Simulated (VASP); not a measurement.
Here is the system:

```yaml
crystal:
  lattice:
    - [2.64085, 0.00000, 0.00000]
    - [-1.32042, 2.28704, 0.00000]
    - [0.00000, 0.00000, 5.09517]
  atoms:
    - { symbol: Mn, position: [0.00000, 0.00000, 0.00000] }
    - { symbol: Mn, position: [0.00000, 0.00000, 0.50000] }
    - { symbol: C, position: [0.33333, 0.66667, 0.25000] }
    - { symbol: C, position: [0.66667, 0.33333, 0.75000] }
```

Method: PBEsol GGA, VASP's PBE PAW potentials (set 64) (plane waves; VASP). Settings: 520 eV cut-off, 15×15×7 Γ-centred mesh, tetrahedra with Blöchl corrections, potentials Mn_pv C.

Task: Predict the energy per atom (σ→0), band gap (on the k-mesh) with the smallest direct gap where there is one.

Result: 
* **band gap (on the k-mesh)**: none (metal, semimetal or under 0.01 eV)
* **energy per atom (σ→0)**: -9.703 eV/atom

The structure was generated: MnC was put into the NiAs type type (P6_3/mmc), which need not be its known phase. It was relaxed first, which changed the volume by -36 %. The run is not spin-polarised, so no magnetic state was tried.
